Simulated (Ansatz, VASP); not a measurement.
# Cross-check of LuCrO3 between VASP and Ansatz, part 2 of 2

Wanted: the spread between two codes on one cell, functional and k mesh. The structure shown is the end of the Ansatz relaxation below.

VASP 6.6.1 and Ansatz 0.2.0.

So far: Set-up; Ansatz: relaxation, PBEsol, DFT+U; VASP: single point, PBEsol, DFT+U.

In doubt: warnings of the run leave room for a lower electronic state (step 2), so energies may not be the lowest and differences between runs may mislead.

### 3. VASP: single point, PBEsol, DFT+U (continued)

Level of this step: PBEsol, DFT+U (Cr d 3.7 eV), spin-polarised from a ferromagnetic start, 4f electrons in the core; plane waves and PAW (Lu_3, Cr_pv, O) (VASP).

Parts of OUTCAR (step 3):

```text
ion  position               nearest neighbor table
   1  0.927  0.750  0.022-  15 2.16  11 2.20  10 2.20  20 2.22  12 2.41  13 2.41  19 2.63  18 2.63
                             5 2.99   6 2.99   7 3.10   8 3.10   7 3.28   8 3.28   2 3.60   2 3.60
   2  0.427  0.750  0.478-  20 2.16  13 2.20  12 2.20  15 2.22  10 2.41  11 2.41  17 2.63  16 2.63
                             7 2.99   8 2.99   5 3.10   6 3.10   5 3.28   6 3.28   1 3.60   1 3.60
   3  0.573  0.250  0.522-   9 2.16  16 2.20  17 2.20  14 2.22  18 2.41  19 2.41  13 2.63  12 2.63
                             7 2.99   8 2.99   5 3.10   6 3.10   5 3.28   6 3.28   4 3.60   4 3.60
   4  0.073  0.250  0.978-  14 2.16  18 2.20  19 2.20   9 2.22  16 2.41  17 2.41  11 2.63  10 2.63
                             5 2.99   6 2.99   7 3.10   8 3.10   7 3.28   8 3.28   3 3.60   3 3.60
   5  0.500  0.000  0.000-   9 1.97  20 1.97  16 1.97  13 1.97  18 1.98  11 1.98   1 2.99   4 2.99
                             3 3.10   2 3.10   3 3.28   2 3.28
   6  0.500  0.500  0.000-   9 1.97  20 1.97  17 1.97  12 1.97  19 1.98  10 1.98   1 2.99   4 2.99
                             3 3.10   2 3.10   3 3.28   2 3.28
   7  0.000  0.000  0.500-  14 1.97  15 1.97  11 1.97  18 1.97  16 1.98  13 1.98   2 2.99   3 2.99
                             1 3.10   4 3.10   1 3.28   4 3.28
   8  0.000  0.500  0.500-  14 1.97  15 1.97  10 1.97  19 1.97  17 1.98  12 1.98   2 2.99   3 2.99
                             1 3.10   4 3.10   1 3.28   4 3.28
   9  0.455  0.250  0.121-   5 1.97   6 1.97   3 2.16   4 2.22
  10  0.194  0.561  0.188-   8 1.97   6 1.98   1 2.20   2 2.41   4 2.63
  11  0.194  0.939  0.188-   7 1.97   5 1.98   1 2.20   2 2.41   4 2.63
  12  0.694  0.561  0.312-   6 1.97   8 1.98   2 2.20   1 2.41   3 2.63
  13  0.694  0.939  0.312-   5 1.97   7 1.98   2 2.20   1 2.41   3 2.63
  14  0.955  0.250  0.379-   7 1.97   8 1.97   4 2.16   3 2.22
  15  0.045  0.750  0.621-   7 1.97   8 1.97   1 2.16   2 2.22
  16  0.306  0.061  0.688-   5 1.97   7 1.98   3 2.20   4 2.41   2 2.63
  17  0.306  0.439  0.688-   6 1.97   8 1.98   3 2.20   4 2.41   2 2.63
  18  0.806  0.061  0.812-   7 1.97   5 1.98   4 2.20   3 2.41   1 2.63
  19  0.806  0.439  0.812-   8 1.97   6 1.98   4 2.20   3 2.41   1 2.63
  20  0.545  0.750  0.879-   5 1.97   6 1.97   2 2.16   1 2.22

  LATTYP: Found a simple orthorhombic cell.
 ALAT       =     5.1253011534
 B/A-ratio  =     1.0693749773
 C/A-ratio  =     1.4493001818

 Subroutine GETGRP returns: Found  8 space group operations
 (whereof  2 operations were pure point group operations)

The static configuration has the point symmetry S_2 .
 The point group associated with its full space group is D_2h.

 Found     48 irreducible k-points:

   k-points           NKPTS =     48   k-points in BZ     NKDIM =     48   number of bands    NBANDS=    114

   dimension x,y,z NGX =    48 NGY =   60 NGZ =   42
   dimension x,y,z NGXF=    96 NGYF=  120 NGZF=   84

   ENCUT  =  600.0 eV  44.10 Ry    6.64 a.u.  10.95 14.84 10.24*2*pi/ulx,y,z

   NELECT =     156.0000    total number of electrons

 k-points in reciprocal lattice and weights: Automatic mesh
   0.00000000  0.00000000  0.00000000       0.007
   0.16666667  0.00000000  0.00000000       0.014
   0.33333333  0.00000000  0.00000000       0.014
   0.50000000  0.00000000  0.00000000       0.007
   0.00000000  0.25000000  0.00000000       0.014
   0.16666667  0.25000000  0.00000000       0.028
   0.33333333  0.25000000  0.00000000       0.028
   0.50000000  0.25000000  0.00000000       0.014
   0.00000000  0.50000000  0.00000000       0.007
[...]
0.00000000  0.00000000  0.50000000       0.007
[...]
k-point     2 :       0.1667    0.0000    0.0000
  band No.  band energies     occupation
    ...
     68       3.0120      1.00000
     69       3.3117      1.00000
     70       3.3539      1.00000
     71       3.5193      1.00000
     72       3.7558      1.00000
     73       8.3929      0.00000
     74       8.4202      0.00000
     75       8.4904      0.00000
     76       8.7611      0.00000
     77       8.8615      0.00000
    ...

 k-point     3 :       0.3333    0.0000    0.0000
  band No.  band energies     occupation
    ...
     68       3.0854      1.00000
     69       3.1239      1.00000
     70       3.2519      1.00000
     71       3.3691      1.00000
     72       3.5991      1.00000
     73       8.5611      0.00000
     74       8.6848      0.00000
     75       8.7602      0.00000
     76       8.9046      0.00000
     77       9.0521      0.00000
    ...

 k-point     4 :       0.5000    0.0000    0.0000
  band No.  band energies     occupation
    ...
     68       3.0202      1.00000
     69       3.3244      1.00000
     70       3.3244      1.00000
     71       3.3429      1.00000
     72       3.3429      1.00000
     73       8.7903      0.00000
     74       8.7903      0.00000
     75       8.9243      0.00000
     76       8.9243      0.00000
     77       9.0107      0.00000
    ...

 k-point     5 :       0.0000    0.2500    0.0000
  band No.  band energies     occupation
    ...
     68       3.1729      1.00000
     69       3.3946      1.00000
     70       3.4006      1.00000
     71       3.5559      1.00000
     72       3.5663      1.00000
     73       8.3831      0.00000
     74       8.3942      0.00000
     75       8.4244      0.00000
     76       8.6807      0.00000
     77       8.7639      0.00000
    ...

 k-point     6 :       0.1667    0.2500    0.0000
  band No.  band energies     occupation
    ...
     68       3.1263      1.00000
     69       3.1715      1.00000
     70       3.3273      1.00000
     71       3.5093      1.00000
     72       3.5437      1.00000
     73       8.4785      0.00000
     74       8.5270      0.00000
     75       8.5520      0.00000
     76       8.7816      0.00000
     77       8.8355      0.00000
    ...

 spin component 2
 k-point     1 :       0.0000    0.0000    0.0000
  band No.  band energies     occupation
    ...
     80       4.2874      1.00000
     81       4.4011      1.00000
     82       4.5383      1.00000
     83       4.5471      1.00000
     84       4.6925      1.00000
     85       7.4211      0.00000
     86       7.4326      0.00000
     87       7.5581      0.00000
     88       8.1461      0.00000
     89       8.7307      0.00000
    ...

  Total        1.5719994      2.2751196      2.0383291      0.0000000      0.0000000      0.0000000
  in kB       12.0702543     17.4690095     15.6508656      0.0000000      0.0000000      0.0000000
  external PRESSURE =      15.0633764 kB  Pullay stress =       0.0000000 kB

  energy-cutoff  :      600.00
  volume of cell :      208.66
      direct lattice vectors                 reciprocal lattice vectors
     5.480868805  0.000000000  0.000000000     0.182452826  0.000000000  0.000000000
     0.000000000  7.428099893  0.000000000     0.000000000  0.134623930  0.000000000
     0.000000000  0.000000000  5.125301153     0.000000000  0.000000000  0.195110486

 POSITION                                       TOTAL-FORCE (eV/Angst)
 -----------------------------------------------------------------------------------
      5.08150      5.57107      0.11478        -0.027077     -0.000000     -0.025378
      2.34107      5.57107      2.44787        -0.027077     -0.000000      0.025378
      3.13980      1.85702      2.67743         0.027077     -0.000000     -0.025378
      0.39936      1.85702      5.01052         0.027077     -0.000000      0.025378
      2.74043      0.00000      0.00000        -0.000000     -0.000000      0.000000
      2.74043      3.71405      0.00000        -0.000000     -0.000000      0.000000
      0.00000      0.00000      2.56265        -0.000000     -0.000000      0.000000
      0.00000      3.71405      2.56265        -0.000000     -0.000000      0.000000
      2.49294      1.85702      0.62100        -0.119394     -0.000000      0.171053
      1.06410      4.16523      0.96139        -0.105602      0.168606     -0.060219
      1.06410      6.97692      0.96139        -0.105602     -0.168606     -0.060219
      3.80454      4.16523      1.60126        -0.105602      0.168606      0.060219
      3.80454      6.97692      1.60126        -0.105602     -0.168606      0.060219
      5.23338      1.85702      1.94165        -0.119394     -0.000000     -0.171053
      0.24749      5.57107      3.18365         0.119394     -0.000000      0.171053
      1.67633      0.45118      3.52404         0.105602      0.168606     -0.060219
      1.67633      3.26287      3.52404         0.105602     -0.168606     -0.060219
      4.41676      0.45118      4.16392         0.105602      0.168606      0.060219
      4.41676      3.26287      4.16392         0.105602     -0.168606      0.060219
      2.98792      5.57107      4.50430         0.119394     -0.000000     -0.171053
 -----------------------------------------------------------------------------------
    total drift:                               -0.000000      0.000000      0.000000

  FREE ENERGIE OF THE ION-ELECTRON SYSTEM (eV)
  ---------------------------------------------------
  free  energy   TOTEN  =      -172.5271215794 eV

  energy  without entropy=     -172.5271215794  energy(sigma->0) =     -172.52712158

 total charge
# of ion       s       p       d       tot
------------------------------------------
    1        0.376   6.798   1.177   8.352
    2        0.376   6.798   1.177   8.352
    3        0.376   6.798   1.177   8.352
    4        0.376   6.798   1.177   8.352
    5        0.310   6.388   4.059  10.758
    6        0.310   6.388   4.059  10.758
    7        0.310   6.388   4.059  10.758
    8        0.310   6.388   4.059  10.758
    9        1.547   3.533   0.000   5.080
   10        1.544   3.511   0.000   5.055
   11        1.544   3.511   0.000   5.055
   12        1.544   3.511   0.000   5.055
   13        1.544   3.511   0.000   5.055
   14        1.547   3.533   0.000   5.080
   15        1.547   3.533   0.000   5.080
   16        1.544   3.511   0.000   5.055
   17        1.544   3.511   0.000   5.055
   18        1.544   3.511   0.000   5.055
   19        1.544   3.511   0.000   5.055
   20        1.547   3.533   0.000   5.080
--------------------------------------------------
tot         21.285  94.964  20.944 137.193

 magnetization (x)
# of ion       s       p       d       tot
------------------------------------------
    1       -0.003  -0.001  -0.013  -0.016
    2       -0.003  -0.001  -0.013  -0.016
    3       -0.003  -0.001  -0.013  -0.016
    4       -0.003  -0.001  -0.013  -0.016
    5       -0.016  -0.028  -2.836  -2.880
    6       -0.016  -0.028  -2.836  -2.880
    7       -0.016  -0.028  -2.836  -2.880
    8       -0.016  -0.028  -2.836  -2.880
    9        0.002   0.002   0.000   0.005
   10        0.002  -0.003   0.000  -0.001
   11        0.002  -0.003   0.000  -0.001
   12        0.002  -0.003   0.000  -0.001
   13        0.002  -0.003   0.000  -0.001
   14        0.002   0.002   0.000   0.005
   15        0.002   0.002   0.000   0.005
   16        0.002  -0.003   0.000  -0.001
   17        0.002  -0.003   0.000  -0.001
   18        0.002  -0.003   0.000  -0.001
   19        0.002  -0.003   0.000  -0.001
   20        0.002   0.002   0.000   0.005
--------------------------------------------------
tot         -0.051  -0.132 -11.395 -11.579

[... 5 further parts left out ...]
```

The data set Lu_3 holds the 4f electrons frozen in the core, so no f bands or f moments appear. The magnetic state follows from one typed start and may not be the lowest.

### 4. Differences

Known differences besides the potentials themselves: VASP starts from the moments at which Ansatz ended; U acts on the PAW sphere in VASP and on atomic orbitals in Ansatz, so only states and trends compare; the data sets hold 228 valence electrons in Ansatz (on its default PAW (the set named soft_2) files) and 156 in VASP; the cutoff is 420 eV in Ansatz and 600 eV in VASP; Ansatz makes its cores anew for this functional, VASP keeps those of its PBE data sets; site moments are counted in spheres of each program's own size. Total energies have different zeros and are not compared.

Compared:

```
              quantity  Ansatz    VASP  difference
        pressure (GPa)    3.20    1.51       +1.70
gap on the k mesh (eV)   2.477   2.659      -0.182
     total moment (μB)  -12.00  -12.00        0.00
    moment on Cr8 (μB)   -2.42   -2.88       +0.46
    moment on Cr7 (μB)   -2.42   -2.88       +0.46
    moment on Cr6 (μB)   -2.42   -2.88       +0.46
    moment on Cr5 (μB)   -2.42   -2.88       +0.46
```

A gap on the mesh is an upper bound, since the band edges may lie between its points.

### 5. Results

| Property | Result |
| --- | --- |
| difference in gap on the k mesh (single point, PBEsol, DFT+U) | -0.18 eV |
| difference in pressure (single point, PBEsol, DFT+U) | 1.7 GPa |

In words: The difference in gap on the k mesh is -0.18 eV (single point, PBEsol, DFT+U). The data sets hold unlike numbers of valence electrons (228 in Ansatz and 156 in VASP), so part of the differences comes from the potentials. By the marks of this series, far apart in the single point, PBEsol, DFT+U pair: the difference in pressure, 1.7 GPa. What causes the difference of the single point, PBEsol, DFT+U pair stays open here. How closely two codes agree says nothing of how well the functional describes the real material.

[Lines on the potential files, build, host, timing and source positions are cut from VASP's logs without a mark.]

[Logs are printed without paths, hosts, clocks, repeated set-up lines and the standing remarks that a program may print on its own settings, such as how far it seeks lower states.]

[Hosts, paths, dates, database ids (printed as entryN), source tags and the programs' standing remarks are cut or masked in the printed files.]
